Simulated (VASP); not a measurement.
# Al4B3P (P-3m1) in VASP: notebook

Aim: see how the results for Al4B3P move with the level of theory and the settings. Levels: PBE, r2SCAN. Tasks: relaxation of cell and atoms, single point.

Program: VASP 6.6.1. These are calculated values, not measurements. Logs are shortened: lines on timing, memory, paths and dates and some standing lists are left out, and cuts for length are marked.

## 1. The structure

Symmetry: P-3m1, No. 164, trigonal system. Conventional cell: a = 3.039 Å, b = 3.039 Å, c = 23.812 Å, α = 90.00°, β = 90.00°, γ = 120.00°. Al (site symmetry 3m) has 3 P at 2.56 Å and 3 Al at 2.83 Å as nearest neighbours. Around Al (site symmetry 3m) lie 6 B at 2.39 to 2.43 Å and 3 P at 2.49 Å. Al (site symmetry 3m) is surrounded by 12 B at 2.38 to 2.42 Å. Al (site symmetry 3m) has 12 Al at 2.82 to 3.04 Å as nearest neighbours. B (site symmetry 3m) has 3 B at 1.76 Å as nearest neighbours. B (site symmetry 3m) has 3 B at 1.76 Å as nearest neighbours. B (site symmetry 3m) has 3 B at 1.75 Å as nearest neighbours. Around P (site symmetry 3m) lie 6 Al at 2.49 to 2.56 Å.

The cell was built by a generator and needn't be a form met in nature.

## 2. Relaxation of cell and atoms, PBE

The input, INCAR:

```
SYSTEM = Al4B3P
ALGO = Normal
EDIFF = 1E-7
EDIFFG = -0.005
ENCUT = 520
GGA = PE
IBRION = 2
ISIF = 3
ISMEAR = 0
KPAR = 8
LASPH = .True.
LCHARG = .False.
LREAL = .False.
LWAVE = .False.
NELM = 120
NSW = 60
POTIM = 0.3
PREC = Accurate
SIGMA = 0.1
```

The input, KPOINTS:

```
k-points
0
Gamma
  12 12 2
  0 0 0
```

The input, POSCAR:

```
Al4B3P                                  
1.0
    3.0390202454     -0.0000000000      0.0000000000
   -1.5195101227      2.6318687276     -0.0000000000
   -0.0000000000      0.0000000000     23.8119772405
  Al              B               P             
     8     6     2
Direct
     0.6666666699999979    0.3333333300000021    0.3602255008199199
     0.0000000000000000    0.0000000000000000    0.7923865757909136
     0.0000000000000000    0.0000000000000000    0.2076134242090865
     0.0000000000000000    0.0000000000000000    0.9306206767467845
     0.0000000000000000    0.0000000000000000    0.0693793232532156
     0.3333333300000021    0.6666666699999979    0.6397744991800803
     0.3333333300000021    0.6666666699999979    0.4535602103522920
     0.6666666699999979    0.3333333300000021    0.5464397896477080
     0.6666666699999979    0.3333333300000021    0.8629912283681550
     0.3333333300000021    0.6666666699999979    0.8603793858903436
     0.3333333300000021    0.6666666699999979    0.1370087716318450
     0.6666666699999979    0.3333333300000021    0.1396206141096562
     0.3333333300000021    0.6666666699999979    0.9993618286191185
     0.6666666699999979    0.3333333300000021    0.0006381713808815
     0.3333333300000021    0.6666666699999979    0.2817945440781599
     0.6666666699999979    0.3333333300000021    0.7182054559218402
```

Potentials or basis: VASP PAW PBE potentials, release 64 (Al, B, P).

Run with:

```bash
$ cat potpaw_PBE.64/Al/POTCAR potpaw_PBE.64/B/POTCAR potpaw_PBE.64/P/POTCAR > POTCAR
$ mpirun -np 8 vasp_std > vasp.out
```

OUTCAR:

```text
SYSTEM = Al4B3P
   EDIFF = 1E-7
   EDIFFG = -0.005
   ENCUT = 520
   GGA = PE
   IBRION = 2
   ISIF = 3
   ISMEAR = 0
   LASPH = .True.
   LREAL = .False.
   NELM = 120
   NSW = 60
   POTIM = 0.3
   PREC = Accurate

 ion  position               nearest neighbor table
   1  0.667  0.333  0.360-  15 2.56  15 2.56  15 2.56   7 2.83   7 2.83   7 2.83
   2  0.000  0.000  0.792-  10 2.39  10 2.39  10 2.39   9 2.43   9 2.43   9 2.43  16 2.49  16 2.49
                            16 2.49   4 3.29
   3  0.000  0.000  0.208-  12 2.39  12 2.39  12 2.39  11 2.43  11 2.43  11 2.43  15 2.49  15 2.49
                            15 2.49   5 3.29
   4  0.000  0.000  0.931-   9 2.38   9 2.38   9 2.38  13 2.40  13 2.40  13 2.40  14 2.42  14 2.42
                            14 2.42  10 2.42  10 2.42  10 2.42   2 3.29   5 3.30
   5  0.000  0.000  0.069-  11 2.38  11 2.38  11 2.38  14 2.40  14 2.40  14 2.40  13 2.42  13 2.42
                            13 2.42  12 2.42  12 2.42  12 2.42   3 3.29   4 3.30
   6  0.333  0.667  0.640-  16 2.56  16 2.56  16 2.56   8 2.83   8 2.83   8 2.83
   7  0.333  0.667  0.454-   8 2.82   8 2.82   8 2.82   1 2.83   1 2.83   1 2.83
   8  0.667  0.333  0.546-   7 2.82   7 2.82   7 2.82   6 2.83   6 2.83   6 2.83
   9  0.667  0.333  0.863-  10 1.76  10 1.76  10 1.76   4 2.38   4 2.38   4 2.38   2 2.43   2 2.43
                             2 2.43
  10  0.333  0.667  0.860-   9 1.76   9 1.76   9 1.76   2 2.39   2 2.39   2 2.39   4 2.42   4 2.42
                             4 2.42
  11  0.333  0.667  0.137-  12 1.76  12 1.76  12 1.76   5 2.38   5 2.38   5 2.38   3 2.43   3 2.43
                             3 2.43
  12  0.667  0.333  0.140-  11 1.76  11 1.76  11 1.76   3 2.39   3 2.39   3 2.39   5 2.42   5 2.42
                             5 2.42
  13  0.333  0.667  0.999-  14 1.75  14 1.75  14 1.75   4 2.40   4 2.40   4 2.40   5 2.42   5 2.42
                             5 2.42
  14  0.667  0.333  0.001-  13 1.75  13 1.75  13 1.75   5 2.40   5 2.40   5 2.40   4 2.42   4 2.42
                             4 2.42
  15  0.333  0.667  0.282-   3 2.49   3 2.49   3 2.49   1 2.56   1 2.56   1 2.56
  16  0.667  0.333  0.718-   2 2.49   2 2.49   2 2.49   6 2.56   6 2.56   6 2.56

  LATTYP: Found a hexagonal cell.
 ALAT       =     3.0390202454
 C/A-ratio  =     7.8354125072

  Lattice vectors:

 A1 = (   3.0390202454,   0.0000000000,   0.0000000000)
 A2 = (  -1.5195101227,   2.6318687276,   0.0000000000)
 A3 = (   0.0000000000,   0.0000000000,  23.8119772405)

Analysis of symmetry for initial positions (statically):
=====================================================================
 Subroutine PRICEL returns:
 Original cell was already a primitive cell.

 Routine SETGRP: Setting up the symmetry group for a
 hexagonal supercell.

 Subroutine GETGRP returns: Found 12 space group operations
 (whereof 12 operations were pure point group operations)
 out of a pool of 24 trial point group operations.

The static configuration has the point symmetry D_3d.

Analysis of symmetry for dynamics (positions and initial velocities):
=====================================================================
 Subroutine PRICEL returns:
 Original cell was already a primitive cell.

 Routine SETGRP: Setting up the symmetry group for a
 hexagonal supercell.

 Subroutine GETGRP returns: Found 12 space group operations
 (whereof 12 operations were pure point group operations)
 out of a pool of 24 trial point group operations.

The dynamic configuration has the point symmetry D_3d.

 Subroutine INISYM returns: Found 12 space group operations
 (whereof 12 operations are pure point group operations),
 and found     1 'primitive' translations

----------------------------------------------------------------------------------------

                                     Primitive cell

  volume of cell :     190.4554

  direct lattice vectors                    reciprocal lattice vectors
     3.039020245  0.000000000  0.000000000     0.329053418  0.189979080  0.000000000
    -1.519510123  2.631868728  0.000000000     0.000000000  0.379958160  0.000000000
     0.000000000  0.000000000 23.811977240     0.000000000  0.000000000  0.041995673

  length of vectors
     3.039020245  3.039020239 23.811977240     0.379958160  0.379958160  0.041995673

  position of ions in fractional coordinates (direct lattice)
     0.666666670  0.333333330  0.360225501
     0.000000000  0.000000000  0.792386576
     0.000000000  0.000000000  0.207613424
     0.000000000  0.000000000  0.930620677
     0.000000000  0.000000000  0.069379323
     0.333333330  0.666666670  0.639774499
[... 8 lines left out ...]
     0.333333330  0.666666670  0.281794544
     0.666666670  0.333333330  0.718205456

  ion indices of the primitive-cell ions
   primitive index   ion index
                 1           1
                 2           2
                 3           3
                 4           4
                 5           5
                 6           6
[... 8 lines left out ...]
                15          15
                16          16

----------------------------------------------------------------------------------------

 KPOINTS: k-points

Automatic generation of k-mesh.
 Grid dimensions read from file:
 generate k-points for:   12   12    2

 Generating k-lattice:

  Cartesian coordinates                     Fractional coordinates (reciprocal lattice)
     0.027421118  0.015831590  0.000000000     0.083333333  0.000000000  0.000000000
     0.000000000  0.031663180  0.000000000     0.000000000  0.083333333  0.000000000
     0.000000000  0.000000000  0.020997836     0.000000000  0.000000000  0.500000000

  Length of vectors
     0.031663180  0.031663180  0.020997836

  Shift w.r.t. Gamma in fractional coordinates (k-lattice)
     0.000000000  0.000000000  0.000000000

 Subroutine IBZKPT returns following result:
 ===========================================

 Found     38 irreducible k-points:

 Following reciprocal coordinates:
            Coordinates               Weight
  0.000000  0.000000  0.000000      1.000000
  0.083333  0.000000  0.000000      6.000000
  0.166667  0.000000  0.000000      6.000000
  0.250000  0.000000  0.000000      6.000000
  0.333333  0.000000  0.000000      6.000000
  0.416667  0.000000  0.000000      6.000000
[... 16 lines left out ...]
  0.250000  0.000000  0.500000      6.000000
  0.333333  0.000000  0.500000      6.000000
 [... further k-points ...]
   k-points           NKPTS =     38   k-points in BZ     NKDIM =     38   number of bands    NBANDS=     35
   number of dos      NEDOS =    301   number of ions     NIONS =     16
   total plane-waves  NPLWV = 103680
   dimension x,y,z NGX =    24 NGY =   24 NGZ =  180
   dimension x,y,z NGXF=    48 NGYF=   48 NGZF=  360
   ions per type =               8   6   2
   NGX,Y,Z   is equivalent  to a cutoff of  13.13, 13.13, 12.57 a.u.
   NGXF,Y,Z  is equivalent  to a cutoff of  26.26, 26.26, 25.13 a.u.
 SYSTEM =  Al4B3P
   PREC   = accura    normal or accurate (medium, high low for compatibility)
   ISTART =      0    job   : 0-new  1-cont  2-samecut
   ICHARG =      2    charge: 1-file 2-atom 10-const
   ISPIN  =      1    spin polarized calculation?
   LNONCOLLINEAR =      F non collinear calculations
   LSORBIT =      F    spin-orbit coupling
   LASPH  =      T    aspherical Exc in radial PAW
   ENCUT  =  520.0 eV  38.22 Ry    6.18 a.u.   5.65  5.65 44.27*2*pi/ulx,y,z
   NELM   =    120;   NELMIN=  2; NELMDL= -5     # of ELM steps
   EDIFF  = 0.1E-06   stopping-criterion for ELM
   LREAL  =      F    real-space projection
   EDIFFG = -.5E-02   stopping-criterion for IOM
   NSW    =     60    number of steps for IOM
   IBRION =      2    ionic relax: 0-MD 1-quasi-New 2-CG
   NFREE  =      1    steps in history (QN), initial steepest desc. (CG)
   ISIF   =      3    stress and relaxation
   ISYM   =      2    0-nonsym 1-usesym 2-fastsym
   POTIM  = 0.3000    time-step for ionic-motion
   TEBEG  =    0.0;   TEEND  =   0.0 temperature during run
   PSTRESS=    0.0 pullay stress
   NELECT =      52.0000    total number of electrons
   NUPDOWN=      -1.0000    fix difference up-down
   EMIN   =  10.00;   EMAX   =-10.00  energy-range for DOS
   EFERMI =   0.00;   METHOD = LEGACY
   ISMEAR =     0;   SIGMA  =   0.10  broadening in eV -4-tet -1-fermi 0-gaus
   EFERMI_NEDOS =   21; number of points for ismear=-14 and -15
   IALGO  =     38    algorithm
   IMIX   =      4    mixing-type and parameters
     AMIX     =   0.40;   BMIX     =  1.00
     AMIX_MAG =   1.60;   BMIX_MAG =  1.00
  volume/ion in A,a.u.               =      11.90        80.33
  Fermi-wavevector in a.u.,A,eV,Ry     =   1.062050  2.006983 15.346686  1.127950
  Thomas-Fermi vector in A             =   2.197487
   LORBIT       =      0    0 simple, 1 ext, 2 COOP (PROOUT), +10 PAW based schemes
   GGA     = PE    functional components
   LHFCALC =     F    Hartree Fock is set to
   AEXX    =    0.0000 exact exchange contribution
   IVDW    =     0    specifies the selected vdW correction
   LEPSILON=     F    determine dielectric tensor
   LRPA    =     F    only Hartree local field effects (RPA)
 conjugate gradient relaxation of ions
 non-spin polarized calculation
 Gauss-broadening in eV      SIGMA  =   0.10
  energy-cutoff  :      520.00
  volume of cell :      190.46
 maximum number of plane-waves:      5168
 NGX is ok and might be reduce to    24
   NGX = 11   NGY = 11   NGZ = 89

--------------------------------------- Ionic step        1  -------------------------------------------

 number of electron      51.9999999 magnetization

 Free energy of the ion-electron system (eV)
  ---------------------------------------------------
  ext. energy  EPLUGINS =         0.00000000
  ---------------------------------------------------
  free energy    TOTEN  =       -80.50202162 eV

  energy without entropy =      -80.48598968  energy(sigma->0) =      -80.49400565

------------------------ aborting loop because EDIFF is reached ----------------------------------------

  FORCE on cell =-STRESS in cart. coord.  units (eV):
  Direction    XX          YY          ZZ          XY          YZ          ZX
  --------------------------------------------------------------------------------------
  -------------------------------------------------------------------------------------
  Total        0.0191497      0.0191497      0.0089288      0.0000000      0.0000000     -0.0000000
  in kB        0.1610943      0.1610943      0.0751118      0.0000000      0.0000000     -0.0000000
  external PRESSURE =       0.1324334 kB  Pullay stress =       0.0000000 kB
[... 85 lines left out ...]
  energy  without entropy=      -80.4859919813  energy(sigma->0) =      -80.49400977

--------------------------------------- Ionic step        3  -------------------------------------------

 number of electron      51.9999999 magnetization

 Free energy of the ion-electron system (eV)
  ---------------------------------------------------
  ext. energy  EPLUGINS =         0.00000000
  ---------------------------------------------------
  free energy    TOTEN  =       -80.50203133 eV

  energy without entropy =      -80.48599057  energy(sigma->0) =      -80.49401095

 E-fermi :   8.8807     XC(G=0): -10.9749

 val. band max:        8.8620570054   @ k =   0.0833   0.0833   0.0000
 cond. band min:       8.9165095658   @ k =   0.3333   0.1667   0.0000
 fundamental gap:      0.0544525604
 Fermi energy:         8.8806863467

 k-point     1 :       0.0000    0.0000    0.0000
  band No.  band energies     occupation
      1      -6.3919      2.00000
      2      -5.9773      2.00000
      3      -5.4427      2.00000
      4      -4.9507      2.00000
      5      -4.6221      2.00000
      6      -1.6916      2.00000
[... 901 lines left out ...]
     34      11.5982      0.00000
     35      11.8787      0.00000

 [... further k-points ...]
[... 5 lines left out ...]
  --------------------------------------------------------------------------------------
  -------------------------------------------------------------------------------------
  Total       -0.0268468     -0.0268468     -0.0223911     -0.0000000      0.0000000     -0.0000000
  in kB       -0.2257901     -0.2257901     -0.1883158     -0.0000000      0.0000000     -0.0000000
  external PRESSURE =      -0.2132986 kB  Pullay stress =       0.0000000 kB
[... 31 lines left out ...]
  FREE ENERGIE OF THE ION-ELECTRON SYSTEM (eV)
  ---------------------------------------------------
  free  energy   TOTEN  =       -80.5020313271 eV

  energy  without entropy=      -80.4859905746  energy(sigma->0) =      -80.49401095

 reached required accuracy - stopping structural energy minimisation
```

Run time: 78 s. Hardware: 8 MPI ranks of AMD EPYC 9R45 (Zen 5), shared host; peak memory 0.44 GiB.

Results:

```yaml
Free_energy: -80.5020 eV
Relaxed_volume: 11.91 Å³/atom
Relaxed_cell: a = 3.039 Å, b = 3.039 Å, c = 23.813 Å, α = 90.00°, β = 90.00°, γ = 120.00°
Space_group_after_relaxing_to_0.05_Å: P-3m1 (No. 164)
Energy_gained_by_relaxing: 0.0 meV/atom
Ionic_steps: 3
Pressure_after_relaxing: 0.0 GPa
Largest_force_after_relaxing: 0.004 eV/Å
Band_gap_on_the_k_mesh: none (metal or under the smearing width)
```

Forces on the atoms (eV/Å):
```
Al   0.000  0.000  0.004
Al   0.000  0.000  0.000
Al   0.000  0.000  0.000
Al   0.000  0.000 -0.001
Al   0.000  0.000  0.001
Al   0.000  0.000 -0.004
Al   0.000  0.000  0.001
Al   0.000  0.000 -0.001
B    0.000  0.000  0.001
B    0.000  0.000  0.002
B    0.000  0.000 -0.001
B    0.000  0.000 -0.002
B    0.000  0.000  0.000
B    0.000  0.000  0.000
P    0.000  0.000  0.003
P    0.000  0.000 -0.003
```

Final structure:
```yaml
crystal:
  lattice:
    - [3.03932, 0.00000, 0.00000]
    - [-1.51966, 2.63213, 0.00000]
    - [0.00000, 0.00000, 23.81307]
  atoms:
    - { symbol: Al, position: [0.66667, 0.33333, 0.36025] }
    - { symbol: Al, position: [0.00000, 0.00000, 0.79238] }
    - { symbol: Al, position: [0.00000, 0.00000, 0.20762] }
    - { symbol: Al, position: [0.00000, 0.00000, 0.93063] }
    - { symbol: Al, position: [0.00000, 0.00000, 0.06937] }
    - { symbol: Al, position: [0.33333, 0.66667, 0.63975] }
    - { symbol: Al, position: [0.33333, 0.66667, 0.45356] }
    - { symbol: Al, position: [0.66667, 0.33333, 0.54644] }
    - { symbol: B, position: [0.66667, 0.33333, 0.86299] }
    - { symbol: B, position: [0.33333, 0.66667, 0.86040] }
    - { symbol: B, position: [0.33333, 0.66667, 0.13701] }
    - { symbol: B, position: [0.66667, 0.33333, 0.13960] }
    - { symbol: B, position: [0.33333, 0.66667, 0.99935] }
    - { symbol: B, position: [0.66667, 0.33333, 0.00065] }
    - { symbol: P, position: [0.33333, 0.66667, 0.28180] }
    - { symbol: P, position: [0.66667, 0.33333, 0.71820] }
```

Levels at points of the mesh, in eV from the Fermi level:
```
           k point  band 22  band 23  band 24  band 25  band 26  band 27  band 28  band 29  band 30  band 31
(0.00, 0.00, 0.00)     2.14     2.30     2.42     2.42     2.42     2.42     3.50     3.50     3.86     3.86
(0.50, 0.00, 0.00)    -2.91    -2.83    -1.88    -1.62    -1.21    -0.36    -0.19    -0.19     0.48     0.93
(0.00, 0.00, 0.50)     0.74     2.42     2.42     2.42     2.42     3.50     3.50     3.86     3.86     3.91
(0.50, 0.00, 0.50)    -2.83    -2.74    -2.06    -1.66    -0.86    -0.55    -0.19    -0.19     0.17     1.43
```

## 3. Single point, r2SCAN

The input, INCAR:

```
PREC = Accurate
ENCUT = 520
EDIFF = 1E-6
ISMEAR = 0
SIGMA = 0.1
LREAL = F
LASPH = T
NELM = 150
ALGO = Normal
ISIF = 2
LWAVE = F
LCHARG = F
METAGGA = R2SCAN
LMIXTAU = T
KPAR = 8
```

The input, KPOINTS:

```
regular mesh
0
Gamma
  12 12 2
```

The input, POSCAR:

```
Al4B3P                                  
1.0
    3.0393200266      0.0000000000     -0.0000000000
   -1.5196600133      2.6321283457     -0.0000000000
   -0.0000000000      0.0000000000     23.8130724428
  Al              B               P             
     8     6     2
Direct
     0.6666666699999979    0.3333333300000021    0.3602495540788159
     0.0000000000000000    0.0000000000000000    0.7923771240154693
     0.0000000000000000    0.0000000000000000    0.2076228759845306
     0.0000000000000000    0.0000000000000000    0.9306340185581333
     0.0000000000000000    0.0000000000000000    0.0693659814418666
     0.3333333300000021    0.6666666699999979    0.6397504459211841
     0.3333333300000021    0.6666666699999979    0.4535611153561722
     0.6666666699999979    0.3333333300000021    0.5464388846438277
     0.6666666699999979    0.3333333300000021    0.8629888475521964
     0.3333333300000021    0.6666666699999979    0.8603960892610693
     0.3333333300000021    0.6666666699999979    0.1370111524478035
     0.6666666699999979    0.3333333300000021    0.1396039107389237
     0.3333333300000021    0.6666666699999979    0.9993510150849582
     0.6666666699999979    0.3333333300000021    0.0006489849150418
     0.3333333300000021    0.6666666699999979    0.2817994687080304
     0.6666666699999979    0.3333333300000021    0.7182005312919696
```

Potentials or basis: VASP PAW PBE potentials, release 64 (Al, B, P).

Run with:

```bash
$ cat potpaw_PBE.64/Al/POTCAR potpaw_PBE.64/B/POTCAR potpaw_PBE.64/P/POTCAR > POTCAR
$ mpirun -np 8 vasp_std > vasp.out
```

It took 5.7 min on 8 MPI ranks of AMD EPYC 9R45 (Zen 5), shared host; peak memory 0.48 GiB.

Results (log left out):

| Item | Value |
| --- | --- |
| Free energy | -115.1232 eV |
| Pressure | -2.8 GPa |
| Largest force | 0.086 eV/Å |
| Band gap on the k mesh | none (metal or under the smearing width) |

Forces in eV/Å, atoms in the order of the input:
```
Al   0.000  0.000 -0.028
Al   0.000  0.000 -0.086
Al   0.000  0.000  0.086
Al   0.000  0.000 -0.008
Al   0.000  0.000  0.008
Al   0.000  0.000  0.028
Al   0.000  0.000  0.010
Al   0.000  0.000 -0.010
B    0.000  0.000  0.042
B    0.000  0.000 -0.044
B    0.000  0.000 -0.042
B    0.000  0.000  0.044
B    0.000  0.000 -0.024
B    0.000  0.000  0.024
P    0.000  0.000 -0.056
P    0.000  0.000  0.056
```

Stress tensor (GPa, compression positive):
```
-2.63  0.00  0.00
 0.00 -2.63  0.00
 0.00  0.00 -3.27
```

Levels at points of the mesh, in eV from the Fermi level:
| k point | band 24 | band 25 | band 26 | band 27 | band 28 | band 29 |
| --- | --- | --- | --- | --- | --- | --- |
| (0.00, 0.00, 0.00) | 2.53 | 2.53 | 2.53 | 2.53 | 3.60 | 3.60 |
| (0.50, 0.00, 0.00) | -2.01 | -1.69 | -1.32 | -0.40 | -0.27 | -0.26 |
| (0.00, 0.00, 0.50) | 2.53 | 2.53 | 2.53 | 3.60 | 3.60 | 3.97 |
| (0.50, 0.00, 0.50) | -2.21 | -1.78 | -0.91 | -0.60 | -0.27 | -0.26 |

Caveat: the PAW data sets were made with another functional, which shifts forces and pressure a little.
